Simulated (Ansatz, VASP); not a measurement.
# Cross-check of SnSe2 between VASP and Ansatz, part 2 of 2

Aim: how closely do two programs agree when they are given the same cell, functional and k mesh? The cell is taken from a series of runs on this material, whose earlier steps may have relaxed, scaled, displaced or heated it; both programs get it as it stands.

VASP 6.6.1 and Ansatz 0.2.0.

So far: The structure; VASP: zone-centre phonons, PBE, pair 1.

### Step 3. Ansatz: zone-centre phonons, PBE, pair 1

Level of this step: Ansatz beside VASP: Kohn-Sham DFT, plane waves, PBE (Ansatz).

Ansatz runs on its PAW soft_1 files.

The same cell, functional, mesh and smearing now go to Ansatz, which takes its cutoff from its data sets.

input.yaml reads:

```yaml
crystal:
  lattice:
    - [3.8700787889, 0.0, 0.0]
    - [-1.9350393945, 3.2858691626, 0.0]
    - [0.0, 0.0, 30.46]
  atoms:
    - { symbol: Sn, position: [0.3328326378, 0.6656652757, 0.3282994091] }
    - { symbol: Se, position: [0.6669170144, 0.3338340289, 0.3848288733] }
    - { symbol: Se, position: [0.6669170144, 0.3338340289, 0.2717699449] }
  periodic: [true, true, false]
kpoints:
  mp_grid: { grid: [12, 12, 1] }
hamiltonian:
  xc: pbe
  pseudopotentials: { kind: paw, azcp: { folder: soft_1 } }
scf:
  occupations: { method: gaussian, width: 0.1 }
output:
  eigenvalues: true
phonons:
  method: dfpt
```

Started as:

```sh
$ ansatz run input.yaml --threads 4 --pin off --max-ram 16384MiB --backend cpu --events-out ev --progress --plain --runs-dir out
```

Numbers of over 12 decimals in the logs are rounded to 6 here.

Output:

```text
Warning: crystal.symmetry: narrowed to the stabiliser of the run's FFT grids — unitary ops 4 → 2. A phonons.method: dfpt run fills in the rows of the dynamical matrix that it does not solve by its symmetry operations, which is exact only for operations that map its FFT grids onto themselves: filled in by any other, the frequencies could depend on the order in which like atoms are typed, or, by more than the grids' own error, on where the crystal sits among the grids' points. Excluded: 2 operations. The run can therefore solve more perturbations, solve them on more k-points, or both, and cost more. [rest of the remark cut]
Engine: ansatz 0.2.0, aarch64-unknown-linux-gnu
Pseudopotentials: kind: paw
Pseudopotential: Sn, paw, valence charge 14, recommended cutoff 420 eV (normal), soft_1/Sn.paw.azcp
Pseudopotential: Se, paw, valence charge 16, recommended cutoff 420 eV (normal), soft_1/Se.paw.azcp
Functional definition: PBE
  parameter kappa = 0.804
  parameter beta = 0.066725
  exchange = pbe_x(kappa = kappa, mu = beta*pi^2/3)
  correlation = pbe_c(beta = beta)
Crystal: 3 atoms, lattice volume = 387.347 Å³
Basis set: ecut = 420 eV, 7577 PW (Γ), exchange–correlation on 54×54×432 points (8 copies of the dense FFT grid, shifted against one another)
Bands: 28, of which v1, the nominal top of the filled ones, is band 23 counted from 1 (22 counted from 0)
Symmetry: 4 space group operations
k-points: 43 of 144 (irreducible under 2 space group operations, time reversal used)
Non-local potential: Sn, projectors of the file, l = 0: 2, l = 1: 2, l = 2: 2, l = 3: 1
Non-local potential: Se, projectors of the file, l = 0: 2, l = 1: 2, l = 2: 3, l = 3: 1
PAW form: soft (Blöchl's): semilocal exchange-correlation on the pseudo side does not see the compensation charge
PAW one-centre angular grid: Sn, 590 points (default); XC on 64 Gauss nodes
PAW one-centre angular grid: Se, 590 points (default); XC on 64 Gauss nodes
Initial density: superposition of atomic densities (neutral atoms: chi_scale 0, normalization atom)
Initial wavefunctions: pseudopotential atomic-orbital guess
Functional: x = pbe(κ = 0.804, μ = 0.219515), c = pbe(β = 0.066725)
iter 1 solved again at ethr=3.02e-3 eV; its pass at ethr=3.10e-3 eV (dr2=1.39e0 eV) is discarded
SCF iter   1: F=—  HF=-16963.068879 eV  |F-HF|=—  |Δ(HF+E_count)|=         —  Δρ=1.38e-2  dr2=1.41e0  ethr=3.02e-3  ⟨swp⟩=1.0  Hψ=9351  notcnv=0
preconditioner: auto → Resta (q_TF=auto, 1.913 Å⁻¹)  ε∞=1.6  [insulator: Δε(μ)=0.307 eV  Ē_g=9.462 eV  σ=0.100 eV  W_gap=0.97  n_scr=32 (ndim 8)  ℏωp=7.5 eV  f_vac=0.762  D(μ)=0.02/eV (n_scr^D=0)  ε∞_Penn≈1.6  vacuum switching on, ρ_ref=6.5e-3 e/Å³]
SCF iter   2: F=—  HF=-16962.724640 eV  |F-HF|=—  |Δ(HF+E_count)|=   3.44e-1  Δρ=5.95e-3  dr2=2.15e-1  ethr=3.02e-3  ⟨swp⟩=4.1  Hψ=2253  notcnv=0
preconditioner: auto → LDOS  [metal: Δε(μ)=0.070 eV  Ē_g=9.190 eV  σ=0.100 eV  W_gap=0.37  n_scr=32 (ndim 8)  ℏωp=7.5 eV  f_vac=0.764  D(μ)=0.73/eV (n_scr^D=4)  β→1.0]
SCF iter   3: F=—  HF=-16962.701559 eV  |F-HF|=—  |Δ(HF+E_count)|=   2.31e-2  Δρ=2.58e-3  dr2=8.12e-2  ethr=4.67e-4  ⟨swp⟩=4.3  Hψ=3227  notcnv=0  defer=33
SCF iter   4: F=—  HF=-16962.685833 eV  |F-HF|=—  |Δ(HF+E_count)|=   1.57e-2  Δρ=6.56e-4  dr2=3.27e-3  ethr=1.77e-4  ⟨swp⟩=3.0  Hψ=1847  notcnv=0  defer=33
SCF iter   5: F=—  HF=-16962.685365 eV  |F-HF|=—  |Δ(HF+E_count)|=   4.68e-4  Δρ=1.52e-4  dr2=5.36e-5  ethr=7.10e-6  ⟨swp⟩=3.9  Hψ=2664  notcnv=0  defer=33
SCF iter   6: F=—  HF=-16962.685400 eV  |F-HF|=—  |Δ(HF+E_count)|=   3.49e-5  Δρ=5.39e-5  dr2=5.80e-6  ethr=1.17e-7  ⟨swp⟩=2.7  Hψ=2361  notcnv=0  defer=33
SCF iter   7: F=—  HF=-16962.685413 eV  |F-HF|=—  |Δ(HF+E_count)|=   1.28e-5  Δρ=6.66e-6  dr2=1.37e-7  ethr=1.26e-8  ⟨swp⟩=3.4  Hψ=2042  notcnv=0  defer=33
SCF iter   8: F=—  HF=-16962.685454 eV  |F-HF|=—  |Δ(HF+E_count)|=   4.13e-5  Δρ=1.59e-6  dr2=7.84e-9  ethr=2.97e-10  ⟨swp⟩=3.4  Hψ=2648  notcnv=0  defer=33
SCF iter   9: F=—  HF=-16962.685454 eV  |F-HF|=—  |Δ(HF+E_count)|=   1.63e-8  Δρ=5.10e-7  dr2=1.24e-9  ethr=1.70e-11  ⟨swp⟩=3.2  Hψ=2313  notcnv=0  defer=33
SCF iter  10: F=—  HF=-16962.685454 eV  |F-HF|=—  |Δ(HF+E_count)|=  3.86e-10  Δρ=6.74e-8  dr2=1.52e-11  ethr=2.70e-12  ⟨swp⟩=3.7  Hψ=2639  notcnv=0  defer=33
SCF iter  11: F=-16962.685454 eV  HF=-16962.685454 eV  |F-HF|=6.91e-11  |Δ(HF+E_count)|=  3.24e-10  Δρ=1.98e-8  dr2=1.85e-12  ethr=1.00e-12  ⟨swp⟩=18.6  Hψ=8292  notcnv=0
SCF 1 converged in 11 iterations: F = -16962.685454 eV  dr2 = 1.85e-12
  greatest PAW one-centre occupation: 1.000 electrons in one spin orbital (limit 2), on the Se atom at site 1 (counted from 0), in its partial waves of l = 2
DFPT response loops at Γ: preconditioner auto → none (partly filled bands, converged f_vac=0.766); β = 0.50; Broyden in place of MSR1
SCF converged after 11 iterations
Free energy (F): -16962.685454 eV
Harris-Foulkes:  -16962.685454 eV  (|F-HF|=6.91e-11)
Internal energy: -16962.682456 eV  (E = F + TS)
E sigma→0 (E₀):  -16962.683955 eV
Entropy (-TS):   -0.002998 eV (-0.999 meV/atom)
Fermi energy:    -5.694869 eV
--- Per-component energies (eV) ---
  E_band       = -1504.464791
  E_kinetic    = 387.278235
  E_local      = -94928.476079  (includes V_loc(G=0)·N_el)
  E_nonlocal   = -563.619302
  E_hartree    = 47280.789895
  E_xc         = -293.946427
  E_vxc        = -258.232365  (∫ρ·V_xc dr)
  E_paw        = -8631.542819  (= ΣΔE_a)
  E_vpaw       = -702.994655  (= ΣTr[D̂ρ^β])
  E_aug_tail   = -0.000439  (compensation charges beyond the density's cutoff)
  E_ewald      = 39786.834480
  E_smearing   = -0.002998  (= −TS)
  E_closure    = 0.000000  (closes the sum)
  Σ components = -16962.685454   (vs F -16962.685454, Δ=0.00e0)
--- Band table (eV; the first three rows and the last of 43) ---
  k-point 0: bands = [... 19 lower, -6.6060, -6.5021, -5.7808, -5.6928, -5.2956, -2.2689, -1.7901 (-1.7901°), -1.6136, ... 1 higher]
  k-point 1: bands = [... 19 lower, -7.1362, -6.7435, -6.0826, -5.8369, -4.8406, -1.9321, -1.8751 (-1.8750°), -1.6377, ... 1 higher]
  k-point 2: bands = [... 19 lower, -7.4527, -7.0752, -6.6618, -5.9831, -4.5166, -2.3854, -1.3153 (-1.3153°), -1.2248, ... 1 higher]
  k-point 42: bands = [... 19 lower, -9.1484, -9.0453, -7.3890, -6.1399, -4.7504, -2.7974, -0.7443, -0.2335, ... 1 higher]
  ° read free of the cell's end (the report's vacuum.weakly_bound_levels)
--- Phonons (Γ-DFPT): 9 representative perturbations + reference, on 43 of 144 k-points (Σ response iterations 34) ---
  ASR residual: 1.175e-4 → 0.000e0 eV/Å²; symmetrization residual: 3.248e-5 eV/Å²
  The last average, over the group as it would stand without the narrowing to the FFT grids, took up to 5.193e-6 eV/Å² of the zone centre's force constants
  ASR residual per site (eV/Å²): 1.17e-4 9.39e-6 1.90e-5
  Γ frequencies (cm⁻¹): -90.57 -87.29 0.00 0.00 0.00 124.36 128.63 199.64 225.06
  non-analytic LO–TO correction: not included (Born effective charges unavailable; polar crystals: no LO–TO splitting at Γ)
```

The column dr2 measures how far the density is from self-consistency, as an energy; F and HF (Harris–Foulkes) agree once it is small.

### Step 4. Side by side

Known differences besides the potentials themselves: Ansatz cuts the interaction across the vacuum, VASP repeats the sheet without a dipole correction; the data sets hold 46 valence electrons in Ansatz (on its PAW soft_1 files) and 26 in VASP; the cutoff is 420 eV in Ansatz and 500 eV in VASP. Total energies have different zeros and are not compared.

The two programs side by side:

| quantity | Ansatz | VASP | difference |
| --- | --- | --- | --- |
| optical mode 1 (imaginary, printed as negative) (cm⁻¹) | -90.6 | -90.8 | +0.2 |
| optical mode 2 (imaginary, printed as negative) (cm⁻¹) | -87.3 | -87.5 | +0.2 |
| optical mode 3 (cm⁻¹) | 124.4 | 124.1 | +0.17 % |
| optical mode 4 (cm⁻¹) | 128.6 | 128.6 | +0.00 % |
| optical mode 5 (cm⁻¹) | 199.6 | 200.0 | -0.16 % |
| optical mode 6 (cm⁻¹) | 225.1 | 225.3 | -0.13 % |

Modes are paired by rising frequency, not by their patterns, so a pair may set unlike modes beside each other; they are those without the splitting of longitudinal modes. Where the cell holds vacuum, a pressure given here is an average over it and none of the material.

### Step 5. Ansatz: zone-centre phonons, PBE, pair 2

Second derivatives magnify differences that forces hide, and they need a tight electronic threshold.

The cell is taken from a series of runs on this material, whose earlier steps may have relaxed, scaled, displaced or heated it; both programs get it as it stands.

input.yaml, the sections that differ from step 3:

```yaml
crystal:
  lattice:
    - [3.794194891, 0.0, 0.0]
    - [-1.8970974455, 3.3515865458, 0.0]
    - [0.0, 0.0, 30.46]
  atoms:
    - { symbol: Sn, position: [0.3337888476, 0.6675776951, 0.3282994091] }
    - { symbol: Se, position: [0.6664389095, 0.3328778191, 0.3848310558] }
    - { symbol: Se, position: [0.6664389095, 0.3328778191, 0.2717677624] }
  periodic: [true, true, false]
# kpoints, hamiltonian, scf, output, phonons: as in step 3
```

Output:

```text
[...]
Crystal: 3 atoms, lattice volume = 387.347 Å³
Basis set: ecut = 420 eV, 7585 PW (Γ), exchange–correlation on 54×54×432 points (8 copies of the dense FFT grid, shifted against one another)
Bands: 28, of which v1, the nominal top of the filled ones, is band 23 counted from 1 (22 counted from 0)
Symmetry: 4 space group operations
[...]
k-point 42: bands = [... 19 lower, -9.1937, -9.0245, -7.3696, -6.1174, -4.8168, -2.8238, -0.9460, -0.3775, ... 1 higher]
  ° read free of the cell's end (the report's vacuum.weakly_bound_levels)
[...]
ASR residual: 1.196e-4 → 0.000e0 eV/Å²; symmetrization residual: 2.052e-5 eV/Å²
[...]
ASR residual per site (eV/Å²): 1.20e-4 1.82e-5 1.29e-5
  Γ frequencies (cm⁻¹): -90.56 -87.19 0.00 0.00 0.00 124.55 128.53 199.67 224.98
[...]
[key lines of the parts left out:]
SCF converged after 11 iterations
Free energy (F): -16962.685352 eV
Fermi energy:    -5.693751 eV
```

### Step 6. VASP: zone-centre phonons, PBE, pair 2

The same cell, functional, mesh and smearing now go to VASP, with its own data sets.

INCAR reads:

```
SYSTEM = SnSe2
PREC = Accurate
ENCUT = 500
EDIFF = 1E-08
NELM = 120
ISMEAR = 0
SIGMA = 0.1
LREAL = .FALSE.
ALGO = Normal
GGA = PE
NBANDS = 19
LORBIT = 11
LWAVE = .FALSE.
LCHARG = .FALSE.
ISIF = 2
IBRION = 8
LASPH = .TRUE.
GGA_COMPAT = .FALSE.
NELMDL = -8
KPAR = 2
```

POSCAR reads:

```
SnSe2
1.0
    3.7941948910      0.0000000000      0.0000000000
   -1.8970974455      3.3515865458      0.0000000000
    0.0000000000      0.0000000000     30.4600000000
Sn Se
1 2
Direct
    0.3337888476      0.6675776951      0.3282994091
    0.6664389096      0.3328778191      0.3848310558
    0.6664389096      0.3328778191      0.2717677624
```

KPOINTS reads:

```
Automatic mesh
0
Gamma
12 12 1
0 0 0
```

PAW data sets: Sn_d and Se (PBE family, release 64).

Started as:

```sh
$ mpirun -np 2 vasp_std
```

Output:

```text
[... set-up lines as in an earlier step ...]
 entering main loop
       N       E                     dE             d eps       ncg     rms          rms(c)
DAV:   1     0.173124265392E+03    0.17312E+03   -0.10182E+04  1978   0.985E+02
DAV:   2     0.944766107508E+01   -0.16368E+03   -0.16027E+03  2257   0.213E+02
DAV:   3    -0.108657251238E+02   -0.20313E+02   -0.20101E+02  2091   0.851E+01
DAV:   4    -0.114294172310E+02   -0.56369E+00   -0.56250E+00  2082   0.175E+01
[...]
DAV:  26    -0.110672112211E+02   -0.45276E-07    0.16428E-09  1414   0.482E-05    0.291E-05
DAV:  27    -0.110672112464E+02   -0.25291E-07    0.16496E-09  1590   0.424E-05    0.149E-05
DAV:  28    -0.110672112551E+02   -0.86843E-08    0.17935E-09  1380   0.255E-05
   1 F= -.11067211E+02 E0= -.11065723E+02  d E =-.297628E-02
 Linear response reoptimize wavefunctions to high precision
DAV:   1    -0.110672112567E+02   -0.15843E-08    0.18497E-09  1546   0.125E-05
DAV:   2    -0.110672112567E+02   -0.34561E-10    0.18523E-09  1123   0.526E-06
[...]
RMM:  10    -0.791851397453E-01    0.24032E-06    0.58449E-08  3443   0.958E-05    0.100E-05
RMM:  11    -0.791852711176E-01   -0.13137E-06   -0.19253E-07  3631   0.355E-05    0.716E-06
RMM:  12    -0.791852754219E-01   -0.43043E-08    0.81242E-08  3529   0.171E-05    0.191E-06
 first order change of Fermi-energy  -0.49832E-01
 force on displaced ion       2 direction 2 :  -0.000   0.222   0.051
 Linear response progress:
  Degree of freedom:   6/  6
       N       E                     dE             d eps       ncg     rms          rms(c)
RMM:   1    -0.116117840677E+00   -0.11612E+00    0.57679E-02  3584   0.142E+00
RMM:   2    -0.113678333656E+00    0.24395E-02   -0.32134E-03  2964   0.273E-01    0.935E-02
RMM:   3    -0.113481545391E+00    0.19679E-03   -0.31396E-04  3172   0.920E-02    0.472E-02
RMM:   4    -0.113420637634E+00    0.60908E-04   -0.77849E-05  3174   0.424E-02    0.281E-02
[...]
RMM:  16    -0.113437522796E+00   -0.23053E-07    0.10485E-08  3262   0.341E-05    0.343E-06
RMM:  17    -0.113437538031E+00   -0.15235E-07   -0.42507E-08  3361   0.268E-05    0.203E-06
RMM:  18    -0.113437539366E+00   -0.13351E-08    0.22311E-09  3287   0.132E-05    0.114E-06
 first order change of Fermi-energy   0.26783E+00
 force on displaced ion       2 direction 3 :   0.000   0.046  -8.971
 Linear response finished
```

OUTCAR, selected parts (step 6):

```text
  Total       -0.2836808     -1.0392755      0.0372394      0.0000000      0.0000000      0.0000000
  in kB       -1.1733853     -4.2987413      0.1540327      0.0000000      0.0000000      0.0000000
  external PRESSURE =      -1.7726980 kB  Pullay stress =       0.0000000 kB

 POSITION                                       TOTAL-FORCE (eV/Angst)
 -----------------------------------------------------------------------------------
      0.00000      2.23744     10.00000        -0.000000      0.000484      0.000000
      1.89710      1.11567     11.72195         0.000000     -0.000242      0.014415
      1.89710      1.11567      8.27805         0.000000     -0.000242     -0.014415
 -----------------------------------------------------------------------------------
    total drift:                               -0.000000     -0.000314      0.000074

[... 1 part as in an earlier step ...]

[... 1 further part left out ...]
```

### Step 7. Comparison

What differs besides the data sets and the points named for the pairs above, as far as they apply: the data sets hold 46 valence electrons in Ansatz (on its PAW soft_1 files) and 26 in VASP. Total energies have different zeros and are not compared.

Compared:

```
                                              quantity  Ansatz   VASP  difference
optical mode 1 (imaginary, printed as negative) (cm⁻¹)   -90.6  -90.7        +0.1
optical mode 2 (imaginary, printed as negative) (cm⁻¹)   -87.2  -87.4        +0.2
                                 optical mode 3 (cm⁻¹)   124.5  124.2     +0.31 %
                                 optical mode 4 (cm⁻¹)   128.5  128.7     -0.15 %
                                 optical mode 5 (cm⁻¹)   199.7  200.0     -0.17 %
                                 optical mode 6 (cm⁻¹)   225.0  225.3     -0.14 %
```

Modes are paired by rising frequency, not by their patterns, so a pair may set unlike modes beside each other; they are those without the splitting of longitudinal modes. Where the cell holds vacuum, a pressure given here is an average over it and none of the material.

### Step 8. Summary of results

```json
{
  "r.m.s. difference of the optical zone-centre modes, each program's sorted by frequency (zone-centre phonons, PBE, pair 1)": "0.23 cm⁻¹",
  "r.m.s. difference of the optical zone-centre modes, each program's sorted by frequency (zone-centre phonons, PBE, pair 2)": "0.28 cm⁻¹"
}
```

**Reading.** The r.m.s. difference of the optical zone-centre modes, each program's sorted by frequency is 0.23 cm⁻¹ (zone-centre phonons, PBE, pair 1). The data sets hold unlike numbers of valence electrons (46 in Ansatz and 26 in VASP), so part of the differences may come from the potentials. How closely two codes agree says nothing of how well the functional describes the real material.

[Lines on the potential files, build, host, timing and source positions are cut from VASP's logs without a mark.]

[Logs are printed without paths, hosts, clocks, repeated set-up lines and the standing remarks that a program may print on its own settings, such as how far it seeks lower states.]

[Hosts, paths, dates, database ids (printed as entryN), source tags and the programs' standing remarks are cut or masked in the printed files.]
